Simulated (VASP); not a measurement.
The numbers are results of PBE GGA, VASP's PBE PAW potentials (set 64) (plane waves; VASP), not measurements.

A VASP calculation is set up with these files.

INCAR:
```
! general
SYSTEM   =  CoSn
PREC     =  Accurate
ENCUT    =  300
LREAL    =  .False.
LASPH    =  .True.

! electronic loop
EDIFF    =  1E-6
NELM     =  100
ALGO     =  Normal
LMAXMIX  =  4

! smearing
ISMEAR   =  0
SIGMA    =  0.1

! functional
GGA      =  PE

! ions
ISIF     =  2

! output
LWAVE    =  .False.
LCHARG   =  .False.
```

POSCAR:
```
CoSn
1
    5.2460400000     0.0000000000     0.0000000000
   -2.6230200000     4.5432040000     0.0000000000
    0.0000000000     0.0000000000     4.1875900000
Co Sn
3 3
Direct
  0.0000000000   0.5000000000   0.0000000000
  0.5000000000   0.0000000000   0.0000000000
  0.5000000000   0.5000000000   0.0000000000
  0.6666670000   0.3333330000   0.5000000000
  0.3333330000   0.6666670000   0.5000000000
  0.0000000000   0.0000000000   0.0000000000
```

KPOINTS:
```
kpoints
0
gamma
6 6 7
0 0 0
```

POTCAR, in this order: Co Sn_d (PBE.64 set). Program: vasp_std.

The run wrote:

File OSZICAR:
```
       N       E                     dE             d eps       ncg     rms          rms(c)
DAV:   1     0.569584704286E+03    0.56958E+03   -0.23155E+04  2368   0.192E+03
DAV:   2     0.452322449512E+02   -0.52435E+03   -0.51289E+03  2296   0.511E+02
DAV:   3    -0.323958487390E+02   -0.77628E+02   -0.76056E+02  2430   0.195E+02
DAV:   4    -0.356391357926E+02   -0.32433E+01   -0.32178E+01  2700   0.454E+01
DAV:   5    -0.357347829777E+02   -0.95647E-01   -0.95590E-01  3213   0.690E+00    0.145E+01
DAV:   6    -0.369699618211E+02   -0.12352E+01   -0.31679E+01  2781   0.495E+01    0.145E+01
DAV:   7    -0.334587043611E+02    0.35113E+01   -0.16586E+01  2694   0.378E+01    0.531E+00
DAV:   8    -0.332571194149E+02    0.20158E+00   -0.15459E+00  2492   0.853E+00    0.142E+00
DAV:   9    -0.332353265747E+02    0.21793E-01   -0.17207E-01  2717   0.453E+00    0.521E-01
DAV:  10    -0.332345912357E+02    0.73534E-03   -0.14323E-02  2522   0.105E+00    0.334E-01
DAV:  11    -0.332336669625E+02    0.92427E-03   -0.20887E-03  3044   0.467E-01    0.829E-02
DAV:  12    -0.332337100362E+02   -0.43074E-04   -0.29528E-04  2825   0.124E-01    0.227E-02
DAV:  13    -0.332337149430E+02   -0.49067E-05   -0.34864E-05  2721   0.637E-02    0.845E-03
DAV:  14    -0.332337156493E+02   -0.70630E-06   -0.30758E-06  2222   0.151E-02
   1 F= -.33233716E+02 E0= -.33230289E+02  d E =-.685383E-02
```

OUTCAR:
```
------------------------ aborting loop because EDIFF is reached ----------------------------------------
  FORCE on cell =-STRESS in cart. coord.  units (eV):
  Direction    XX          YY          ZZ          XY          YZ          ZX
  --------------------------------------------------------------------------------------
  Total        2.2233699      2.2233699      2.2480209      0.0000000      0.0000000      0.0000000
  in kB       35.6914594     35.6914609     36.0871799      0.0000000      0.0000000      0.0000000
  external PRESSURE =      35.8233667 kB  Pullay stress =       0.0000000 kB
  volume of cell :       99.81
      direct lattice vectors                 reciprocal lattice vectors
     5.246040000  0.000000000  0.000000000     0.190619972  0.110054490  0.000000000
    -2.623020000  4.543204000  0.000000000     0.000000000  0.220108980  0.000000000
     0.000000000  0.000000000  4.187590000     0.000000000  0.000000000  0.238800838
 POSITION                                       TOTAL-FORCE (eV/Angst)
 -----------------------------------------------------------------------------------
     -1.31151      2.27160      0.00000         0.000000      0.000000      0.000000
      2.62302      0.00000      0.00000         0.000000      0.000000      0.000000
      1.31151      2.27160      0.00000        -0.000000      0.000000      0.000000
      2.62302      1.51440      2.09380        -0.000000      0.000000      0.000000
     -0.00000      3.02880      2.09380         0.000000      0.000000      0.000000
      0.00000      0.00000      0.00000        -0.000000      0.000000      0.000000
 -----------------------------------------------------------------------------------
    total drift:                                0.000000      0.000000      0.000000
  FREE ENERGIE OF THE ION-ELECTRON SYSTEM (eV)
  ---------------------------------------------------
  free  energy   TOTEN  =       -33.2337156493 eV

  energy  without entropy=      -33.2268618227  energy(sigma->0) =      -33.23028874
```
(Selected blocks of OUTCAR.)

At this cut-off the stress carries a Pulay error, which pulls relaxed volumes low.

The structure comes from a computed database's CoSn entry; how it stands against other phases isn't given here. The cell was not relaxed at this level. The run is not spin-polarised, so no magnetic state was tried. The electron count is odd and the run is not spin-polarised, which forces a metal.
